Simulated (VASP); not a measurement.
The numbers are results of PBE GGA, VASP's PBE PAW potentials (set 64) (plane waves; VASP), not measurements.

Input for VASP

### POSCAR
```
BN
1
    1.2313092217    -2.1326905168     0.0000000000
    1.2313092217     2.1326905168     0.0000000000
    0.0000000000     0.0000000000     7.6483295463
B N
2 2
Direct
  0.3333330000   0.6666670000   0.2500000000
  0.6666670000   0.3333330000   0.7500000000
  0.6666670000   0.3333330000   0.2500000000
  0.3333330000   0.6666670000   0.7500000000
```

### INCAR
```
SYSTEM = BN
PREC = Accurate
ENCUT = 600
EDIFF = 1E-7
NELM = 100
ALGO = Normal
LREAL = .FALSE.
LASPH = .TRUE.
ISMEAR = 0
SIGMA = 0.05
GGA = PE
LWAVE = .FALSE.
LCHARG = .FALSE.
ISIF = 2
```

**KPOINTS**
```
Automatic mesh
0
Gamma
10 10 4
0 0 0
```

POTCAR, in this order: B N (PBE.64 set). Program: vasp_std.

Output

**OSZICAR**
```
       N       E                     dE             d eps       ncg     rms          rms(c)
DAV:   1     0.796133530831E+02    0.79613E+02   -0.89137E+03  1024   0.136E+03
DAV:   2    -0.334441447341E+02   -0.11306E+03   -0.10291E+03  1556   0.298E+02
DAV:   3    -0.391438269990E+02   -0.56997E+01   -0.56578E+01  1268   0.681E+01
DAV:   4    -0.392097855602E+02   -0.65959E-01   -0.65925E-01  1276   0.795E+00
DAV:   5    -0.392108035417E+02   -0.10180E-02   -0.10178E-02  1288   0.100E+00    0.118E+01
DAV:   6    -0.355996015306E+02    0.36112E+01   -0.84172E+00  1216   0.253E+01    0.532E+00
DAV:   7    -0.352127314838E+02    0.38687E+00   -0.65482E-01  1264   0.729E+00    0.324E+00
DAV:   8    -0.351087278316E+02    0.10400E+00   -0.37548E-01  1260   0.476E+00    0.485E-01
DAV:   9    -0.351051236639E+02    0.36042E-02   -0.18348E-02  1192   0.125E+00    0.204E-01
DAV:  10    -0.351067563031E+02   -0.16326E-02   -0.16090E-03  1172   0.361E-01    0.432E-02
DAV:  11    -0.351069555799E+02   -0.19928E-03   -0.21910E-04  1232   0.149E-01    0.295E-02
DAV:  12    -0.351069585425E+02   -0.29626E-05   -0.53992E-05  1184   0.660E-02    0.503E-03
DAV:  13    -0.351069587849E+02   -0.24247E-06   -0.26309E-06  1300   0.145E-02    0.125E-03
DAV:  14    -0.351069589501E+02   -0.16523E-06   -0.25269E-07  1144   0.474E-03    0.508E-04
DAV:  15    -0.351069589494E+02    0.71077E-09   -0.67932E-09   892   0.879E-04
   1 F= -.35106959E+02 E0= -.35106959E+02  d E =-.130779E-11
```

OUTCAR:
```
------------------------ aborting loop because EDIFF is reached ----------------------------------------
  FORCE on cell =-STRESS in cart. coord.  units (eV):
  Direction    XX          YY          ZZ          XY          YZ          ZX
  --------------------------------------------------------------------------------------
  Total        5.0364495      5.0364513      0.0501819     -0.0000000      0.0000000     -0.0000000
  in kB      200.8831480    200.8832205      2.0015503     -0.0000000      0.0000000     -0.0000000
  external PRESSURE =     134.5893063 kB  Pullay stress =       0.0000000 kB
  volume of cell :       40.17
      direct lattice vectors                 reciprocal lattice vectors
     1.231309222 -2.132690517  0.000000000     0.406071839 -0.234445643  0.000000000
     1.231309222  2.132690517  0.000000000     0.406071839  0.234445643  0.000000000
     0.000000000  0.000000000  7.648329546     0.000000000  0.000000000  0.130747504
  FREE ENERGIE OF THE ION-ELECTRON SYSTEM (eV)
  ---------------------------------------------------
  free  energy   TOTEN  =       -35.1069589494 eV

  energy  without entropy=      -35.1069589494  energy(sigma->0) =      -35.10695895
```
(Selected blocks of OUTCAR.)

**OUTCAR**
```
 val. band max:        1.3347758520   @ k =   0.3000   0.3000   0.0000

 cond. band min:       5.9968448089   @ k =   0.5000   0.0000   0.0000


 Fermi energy:         1.5561289160

 k-point     1 :       0.0000    0.0000    0.0000
  band No.  band energies     occupation
      1     -16.5935      2.00000
      2     -16.5042      2.00000
      3      -4.5636      2.00000
      4      -3.5781      2.00000
      5       0.1419      2.00000
      6       0.1420      2.00000
      7       0.1489      2.00000
      8       0.1490      2.00000
      9       5.9972      0.00000
     10      10.0995      0.00000
     11      13.0775      0.00000
     12      13.4257      0.00000

 k-point     2 :       0.1000   -0.0000    0.0000
  band No.  band energies     occupation
      1     -16.3931      2.00000
      2     -16.3062      2.00000
      3      -4.2881      2.00000
      4      -3.3176      2.00000
      5      -0.6626      2.00000
      6      -0.6599      2.00000
      7      -0.2417      2.00000
      8      -0.2333      2.00000
      9       6.3450      0.00000
     10      10.2032      0.00000
     11      13.0275      0.00000
     12      13.3477      0.00000

 k-point     3 :       0.2000   -0.0000    0.0000
  band No.  band energies     occupation
      1     -15.8077      2.00000
      2     -15.7279      2.00000
      3      -3.4771      2.00000
      4      -2.5904      2.00000
      5      -2.5846      2.00000
      6      -2.5554      2.00000
      7      -1.1026      2.00000
      8      -1.0916      2.00000
      9       7.2883      0.00000
     10      10.2393      0.00000
     11      12.2656      0.00000
     12      12.6272      0.00000

 k-point     4 :       0.3000    0.0000    0.0000
  band No.  band energies     occupation
      1     -14.9013      2.00000
      2     -14.8340      2.00000
      3      -4.8494      2.00000
      4      -4.8363      2.00000
      5      -2.1974      2.00000
      6      -1.9759      2.00000
...
```

Without a dispersion term in the relaxation, distances and binding between the weakly bound layers, chains or molecules are unreliable, and so is what depends on them.

The compound is BN in the hex structure. This cell was strained or had an atom moved on purpose.
